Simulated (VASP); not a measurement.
An input for Quantum ESPRESSO's pw.x (written as the equivalent of a VASP run, and not itself run):

```
&CONTROL
  calculation = 'vc-relax'
  pseudo_dir = './pseudo'
  outdir = './out'
  tprnfor = .true.
  tstress = .true.
  nstep = 60
  forc_conv_thr = 0.00039
/
&SYSTEM
  ibrav = 0
  nat = 2
  ntyp = 2
  ecutwfc = 82
  occupations = 'smearing'
  smearing = 'methfessel-paxton'
  degauss = 0.00735
  input_dft = 'pbesol'
/
&ELECTRONS
  conv_thr = 7.3e-08
  electron_maxstep = 100
/
&IONS
/
&CELL
/
ATOMIC_SPECIES
  Li 6.940 Li.upf
  Pd 106.420 Pd.upf
CELL_PARAMETERS angstrom
     2.7762300    0.0000000    0.0000000
    -1.3881150    2.4042860    0.0000000
     0.0000000    0.0000000    4.1062200
ATOMIC_POSITIONS crystal
  Li   0.0000000  0.0000000  0.0000000
  Pd   0.3333330  0.6666670  0.5000000
K_POINTS automatic
  14 14 8 0 0 0
```

Problem. Write the VASP files for the same calculation (PBEsol).

Solution. This is not unique; one that fits is 
File KPOINTS:
```
Automatic mesh
0
Gamma
14 14 8
0 0 0
```

INCAR:
```
SYSTEM  =  LiPd
PREC  =  Accurate; ENCUT  =  520; LREAL  =  F
LASPH  =  T
EDIFF  =  1E-6; NELM  =  100; ALGO  =  Normal
LMAXMIX  =  4
ISMEAR  =  1; SIGMA  =  0.1
GGA  =  PS
IBRION  =  2; NSW  =  60; ISIF  =  3
EDIFFG  =  -0.01
LWAVE  =  F; LCHARG  =  F
```

### POSCAR
```
LiPd
1
    2.7762300000     0.0000000000     0.0000000000
   -1.3881150000     2.4042860000     0.0000000000
    0.0000000000     0.0000000000     4.1062200000
Li Pd
1 1
Direct
  0.0000000000   0.0000000000   0.0000000000
  0.3333330000   0.6666670000   0.5000000000
```

POTCAR, in this order: Li_sv Pd (PBE.64 set). Program: vasp_std.

What does not carry over: the potentials are each code's own (VASP's PAW set, PseudoDojo norm-conserving files in pw.x), so ENCUT and ecutwfc are chosen apart and not converted; conv_thr bounds pw.x's estimated SCF error, while EDIFF bounds the energy change between steps; forc_conv_thr acts on force components and is met together with etot_conv_thr.

The structure comes from a computed database's LiPd entry (P-6m2); how it stands against other phases isn't given here. This run relaxes it. Symmetry was kept, so distortions that lower it aren't found.
